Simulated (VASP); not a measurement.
Method: PBEsol GGA, VASP's PBE PAW potentials (set 64) (plane waves; VASP 6.6.1).

VASP ran on this input.

POSCAR:
```
Y
1
    6.4037530000     0.0000000000     0.0000000000
    3.2018760000     6.2471250000     0.0000000000
    0.0000000000     0.0000000000    35.8286810000
Y
10
Direct
  0.7496320000   0.1554980000   0.3907480000
  0.1881900000   0.6117160000   0.4150250000
  0.2934140000   0.0679330000   0.4393040000
  0.7319720000   0.5241510000   0.4635810000
  0.8371960000   0.9803690000   0.4878600000
  0.2757540000   0.4365870000   0.5121400000
  0.3809790000   0.8928050000   0.5364160000
  0.8195360000   0.3490220000   0.5606960000
  0.9247610000   0.8052400000   0.5849720000
  0.3633190000   0.2614580000   0.6092520000
```

KPOINTS:
```
Automatic
0
Gamma
  5 5 1
```

### INCAR
```
SYSTEM = Y
PREC = Accurate
ENCUT = 300
EDIFF = 1E-6
NELM = 100
ALGO = Normal
LREAL = .FALSE.
LASPH = .TRUE.
ISMEAR = -1
SIGMA = 0.1
GGA = PS
LMAXMIX = 4
LWAVE = .FALSE.
LCHARG = .FALSE.
ISIF = 2
LDIPOL = .TRUE.
IDIPOL = 3
DIPOL = 0.5 0.5 0.5
```

POTCAR, in this order: Y_sv (PBE.64 set). Program: vasp_std.

Output

### OSZICAR
```
       N       E                     dE             d eps       ncg     rms          rms(c)
DAV:   1     0.390113471534E+03    0.39011E+03   -0.43552E+04  2652   0.874E+02
DAV:   2     0.641904559763E+01   -0.38369E+03   -0.37232E+03  1958   0.234E+02
DAV:   3    -0.573518649981E+02   -0.63771E+02   -0.62388E+02  2594   0.513E+01
DAV:   4    -0.684606840156E+02   -0.11109E+02   -0.10924E+02  3032   0.228E+01
DAV:   5    -0.698435676668E+02   -0.13829E+01   -0.13787E+01  2680   0.650E+00    0.760E+01
DAV:   6    -0.646446828968E+02    0.51989E+01   -0.53992E+01  2264   0.166E+01    0.346E+01
DAV:   7    -0.658344546748E+02   -0.11898E+01   -0.66958E+01  2488   0.134E+01    0.387E+01
DAV:   8    -0.617492417616E+02    0.40852E+01   -0.17472E+01  2448   0.810E+00    0.906E+00
DAV:   9    -0.617158719520E+02    0.33370E-01   -0.49885E+00  2464   0.451E+00    0.489E+00
DAV:  10    -0.617633654321E+02   -0.47493E-01   -0.52014E-01  2264   0.155E+00    0.511E+00
DAV:  11    -0.617259940391E+02    0.37371E-01   -0.43227E-01  2200   0.199E+00    0.122E+00
DAV:  12    -0.617265009997E+02   -0.50696E-03   -0.49758E-02  2328   0.545E-01    0.426E-01
DAV:  13    -0.617285285975E+02   -0.20276E-02   -0.46043E-03  2552   0.164E-01    0.263E-01
DAV:  14    -0.617305858212E+02   -0.20572E-02   -0.24531E-03  2376   0.128E-01    0.147E-01
DAV:  15    -0.617321087591E+02   -0.15229E-02   -0.66330E-04  2272   0.563E-02    0.758E-02
DAV:  16    -0.617334246432E+02   -0.13159E-02   -0.38881E-04  2432   0.363E-02    0.376E-02
DAV:  17    -0.617341985916E+02   -0.77395E-03   -0.19827E-04  2096   0.249E-02    0.284E-02
DAV:  18    -0.617346819675E+02   -0.48338E-03   -0.11324E-04  2064   0.172E-02    0.202E-02
DAV:  19    -0.617350169952E+02   -0.33503E-03   -0.72104E-05  1912   0.163E-02    0.896E-03
DAV:  20    -0.617351729742E+02   -0.15598E-03   -0.19280E-05  1752   0.631E-03    0.825E-03
DAV:  21    -0.617353431067E+02   -0.17013E-03   -0.23672E-05  1696   0.869E-03    0.434E-03
DAV:  22    -0.617353968444E+02   -0.53738E-04   -0.65663E-06  1648   0.400E-03    0.289E-03
DAV:  23    -0.617354317901E+02   -0.34946E-04   -0.31515E-06  1496   0.286E-03    0.195E-03
DAV:  24    -0.617354522584E+02   -0.20468E-04   -0.22961E-06  1496   0.169E-03    0.105E-03
DAV:  25    -0.617354626594E+02   -0.10401E-04   -0.11702E-06  1296   0.100E-03    0.525E-04
DAV:  26    -0.617354720254E+02   -0.93660E-05   -0.10680E-06  1312   0.825E-04    0.549E-04
DAV:  27    -0.617354765433E+02   -0.45179E-05   -0.67759E-07  1248   0.558E-04    0.265E-04
DAV:  28    -0.617354809616E+02   -0.44183E-05   -0.61482E-07  1232   0.477E-04    0.168E-04
DAV:  29    -0.617354828011E+02   -0.18395E-05   -0.46822E-07  1216   0.390E-04    0.115E-04
DAV:  30    -0.617354845752E+02   -0.17741E-05   -0.39978E-07  1208   0.321E-04    0.612E-05
DAV:  31    -0.617354852769E+02   -0.70173E-06   -0.31723E-07  1136   0.257E-04
   1 F= -.61735485E+02 E0= -.61354939E+02  d E =-.761093E+00
```

File OUTCAR:
```
------------------------ aborting loop because EDIFF is reached ----------------------------------------
  FORCE on cell =-STRESS in cart. coord.  units (eV):
  Direction    XX          YY          ZZ          XY          YZ          ZX
  --------------------------------------------------------------------------------------
  Total      -12.8482439    -13.8477277     -9.5688746     -0.7854368     -0.6304952      0.1201266
  in kB      -14.3617964    -15.4790217    -10.6961099     -0.8779630     -0.7047690      0.1342778
  external PRESSURE =     -13.5123093 kB  Pullay stress =       0.0000000 kB
  volume of cell :     1433.33
      direct lattice vectors                 reciprocal lattice vectors
     6.403753000  0.000000000  0.000000000     0.156158428 -0.080036804  0.000000000
     3.201876000  6.247125000  0.000000000     0.000000000  0.160073634  0.000000000
     0.000000000  0.000000000 35.828681000     0.000000000  0.000000000  0.027910600
 POSITION                                       TOTAL-FORCE (eV/Angst)
 -----------------------------------------------------------------------------------
      5.29834      0.97142     13.99999         0.139868      0.092061      0.742345
      3.16376      3.82147     14.86980        -0.192994     -0.037372      0.452583
      2.09646      0.42439     15.73968        -0.053710      0.081539      0.154738
      6.36563      3.27444     16.60950         0.022457     -0.097197      0.007271
      8.50022      6.12449     17.47938         0.154217      0.041486     -0.134963
      3.16376      2.72741     18.34930        -0.154217     -0.041486      0.134963
      5.29835      5.57746     19.21908        -0.022457      0.097197     -0.007271
      6.36563      2.18038     20.08900         0.053710     -0.081539     -0.154738
      8.50022      5.03043     20.95878         0.192994      0.037372     -0.452583
      3.16376      1.63336     21.82870        -0.139868     -0.092061     -0.742345
 -----------------------------------------------------------------------------------
    total drift:                                0.012364      0.002606      0.267229
  FREE ENERGIE OF THE ION-ELECTRON SYSTEM (eV)
  ---------------------------------------------------
  free  energy   TOTEN  =       -61.7354852769 eV

  energy  without entropy=      -60.9743926911  energy(sigma->0) =      -61.35493898
```
(Selected blocks of OUTCAR.)

**OUTCAR**
```
 val. band max:       -1.5376306908   @ k =   0.4000   0.4000   0.0000

 cond. band min:      -1.5300459055   @ k =   0.4000  -0.0000   0.0000


 Fermi energy:        -1.5358227534

 k-point     1 :       0.0000    0.0000    0.0000
  band No.  band energies     occupation
      1     -45.3087      2.00000
      2     -45.3013      2.00000
      3     -44.8499      2.00000
      4     -44.8437      2.00000
      5     -44.4537      2.00000
      6     -44.4488      2.00000
      7     -44.3175      2.00000
      8     -44.3078      2.00000
      9     -44.1941      2.00000
     10     -44.1802      2.00000
     11     -25.3326      2.00000
     12     -25.3253      2.00000
     13     -25.2948      2.00000
     14     -25.2874      2.00000
     15     -25.2131      2.00000
     16     -25.2057      2.00000
     17     -24.9109      2.00000
     18     -24.9038      2.00000
     19     -24.8326      2.00000
     20     -24.8261      2.00000
     21     -24.7442      2.00000
     22     -24.7347      2.00000
     23     -24.5285      2.00000
     24     -24.4984      2.00000
     25     -24.4824      2.00000
     26     -24.4712      2.00000
     27     -24.4246      2.00000
     28     -24.4181      2.00000
     29     -24.3485      2.00000
     30     -24.3344      2.00000
     31     -24.3098      2.00000
     32     -24.2741      2.00000
     33     -24.2588      2.00000
     34     -24.2058      2.00000
     35     -24.1891      2.00000
     36     -24.1464      2.00000
     37     -24.1438      2.00000
     38     -24.1213      2.00000
     39     -24.0900      2.00000
     40     -24.0659      2.00000
     41      -5.7066      2.00000
     42      -4.6841      2.00000
     43      -3.4163      2.00000
     44      -3.0279      2.00000
     45      -2.7430      1.99999
     46      -2.7229      1.99999
     47      -2.2791      1.99882
     48      -2.2445      1.99833
     49      -2.0856      1.99184
     50      -1.9411      1.96584
     51      -1.9138      1.95534
...
```

At this cut-off the stress carries a Pulay error, which pulls relaxed volumes low. The cell holds a wide vacuum, so values per volume refer to the whole cell.

The cell is a sheet with vacuum, built from a database entry that may be metastable or hypothetical.
